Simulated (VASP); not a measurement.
A calculation with VASP 6.6.1 of RbMg6Zn (native input, structure from a POSCAR):

Contents of INCAR:

```
SYSTEM = RbMg6Zn
ALGO = Fast
EDIFF = 1E-6
ENCUT = 520
GGA = RP
ISIF = 2
ISMEAR = 0
LASPH = .True.
LCHARG = .False.
LREAL = .False.
LWAVE = .False.
NELM = 60
PREC = Accurate
SIGMA = 0.1
```

Contents of KPOINTS:

```
k-points
0
Gamma
  5 5 5
  0 0 0
```

Contents of POSCAR:

```
RbMg6Zn
5.2175
    1.000007091519      0.000000000000      0.000000000000
    0.000000000000      0.674754000958      1.124747005271
    0.000000000000     -0.674754000958      1.124747005271
Rb Zn Mg
1 1 6
Direct
    0.5000000000      0.6699030000      0.6699030000
    0.0000000000      0.8593480000      0.8593480000
    0.5000000000      0.1629480000      0.1629480000
    0.5000000000      0.6764730000      0.1584970000
    0.5000000000      0.1584970000      0.6764730000
    0.0000000000      0.3343810000      0.3343810000
    0.0000000000      0.8505310000      0.2879190000
    0.0000000000      0.2879190000      0.8505310000
```

Potentials or basis: VASP PAW PBE potentials, release 64 (Rb_sv, Zn, Mg).

Run with:

```bash
$ cat potpaw_PBE.64/Rb_sv/POTCAR potpaw_PBE.64/Zn/POTCAR potpaw_PBE.64/Mg/POTCAR > POTCAR
$ mpirun -np 1 vasp_std > vasp.out
```

The cell comes from a database or a generator and needn't be the stable form of this composition.

Question: Write the same calculation in another form: ASE script, Cartesian positions.

Answer: As run:

Contents of run.py:

```python
from ase.calculators.vasp import Vasp
from ase.dft.bandgap import bandgap
from ase.io import read

atoms = read('RbMg6Zn.xyz')
calc = Vasp(
    directory='calc',
    xc='rpbe',
    pp='PBE',
    setups='recommended',
    prec='Accurate',
    encut=520,
    ediff=1e-06,
    ismear=0,
    sigma=0.1,
    lreal=False,
    lasph=True,
    nelm=100,
    algo='Normal',
    isif=2,
    lwave=False,
    lcharg=False,
    kpts=[5, 5, 5],
    gamma=True,
    nbands=26,
)
atoms.calc = calc

print('energy (eV):', atoms.get_potential_energy())
print('free energy (eV):', atoms.get_potential_energy(force_consistent=True))
print('forces (eV/A):')
print(atoms.get_forces())
print('stress (eV/A^3, Voigt):', atoms.get_stress())
print('Fermi level (eV):', calc.get_fermi_level())
gap, top, bottom = bandgap(calc)
print('band gap (eV):', gap, 'from (spin, k, band)', top, 'to', bottom)
```

File RbMg6Zn.xyz:

```xyz
8
Lattice="5.2175370000 0.0000000000 0.0000000000 0.0000000000 3.5205290000 5.8683675000 0.0000000000 -3.5205290000 5.8683675000" Properties=species:S:1:pos:R:3 pbc="T T T"
Rb     2.6087685000      0.0000000000      7.8624739867
Zn     0.0000000000      0.0000000000     10.0859397488
Mg     2.6087685000      0.0000000000      1.9124774948
Mg     2.6087685000      1.8235495293      4.8999108115
Mg     2.6087685000     -1.8235495293      4.8999108115
Mg     0.0000000000      0.0000000000      3.9245411860
Mg     0.0000000000      1.9806918617      6.6808429804
Mg     0.0000000000     -1.9806918617      6.6808429804
```

Potentials or basis: VASP PAW PBE potentials, release 64 (Rb_sv, Zn, Mg).

Launch:

```console
$ python run.py
```

Both were run:

|  | native input, structure from a POSCAR | ASE script, Cartesian positions |
| --- | --- | --- |
| Pressure | 0.9 GPa | 0.9 GPa |
| Largest force | 0.041 eV/Å | 0.040 eV/Å |
| Band gap on the k mesh | none (metal or under the smearing width) | none (metal or under the smearing width) |

Keys that steer only the numerical path or the files written may differ.

Caveat: the PAW data sets were made with another functional, which shifts forces and pressure a little.
